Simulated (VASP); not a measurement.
## CeRh$_{3}$ (space group Pm-3m): computed properties

All values below come from PBEsol GGA, VASP's PBE PAW potentials (set 64) (plane waves; VASP).

For CeRh3, the space group comes out as Pm-3m (221), the cell is a = 3.9925 Å, b = 3.9925 Å, c = 3.9925 Å, α = 90.00°, β = 90.00°, γ = 90.00° and the volume per atom comes out as 15.91 Å³/atom. The band gap (over mesh and band path) is none (metal, semimetal or under 0.01 eV) and the Hill bulk modulus is 2010 kbar. The Hill shear modulus comes out as 86.1 GPa. The Poisson's ratio is 0.313, the density comes out as 11.71 g/cm³ and the optical Γ-point spectrum is 131 (×3), 170 (×3), 193 (×3) cm⁻¹. The C11 comes out as 306 GPa. The C12 is 149 GPa and the C44 is 91.6 GPa.

```cif
data_CeRh3
_chemical_formula_sum 'Ce1 Rh3'
_space_group_name_H-M_alt 'P 1'
_space_group_IT_number 1
_cell_length_a 3.99250
_cell_length_b 3.99250
_cell_length_c 3.99250
_cell_angle_alpha 90.000
_cell_angle_beta 90.000
_cell_angle_gamma 90.000
loop_
_space_group_symop_operation_xyz
  'x, y, z'
loop_
_atom_site_label
_atom_site_type_symbol
_atom_site_fract_x
_atom_site_fract_y
_atom_site_fract_z
_atom_site_occupancy
Ce1 Ce 0.00000 0.00000 0.00000 1
Rh1 Rh 0.50000 0.00000 0.50000 1
Rh2 Rh 0.00000 0.50000 0.50000 1
Rh3 Rh 0.50000 0.50000 0.00000 1
```

Finite-difference elastic constants of metals are sensitive to mesh and smearing; shear constants can be off by tens of GPa.

The structure comes from a computed database's CeRh3 entry (Pm-3m); how it stands against other phases isn't given here. It was relaxed first. Symmetry was kept, so distortions that lower it aren't found. The run is not spin-polarised, so no magnetic state was tried. The electron count is odd and the run is not spin-polarised, which forces a metal.
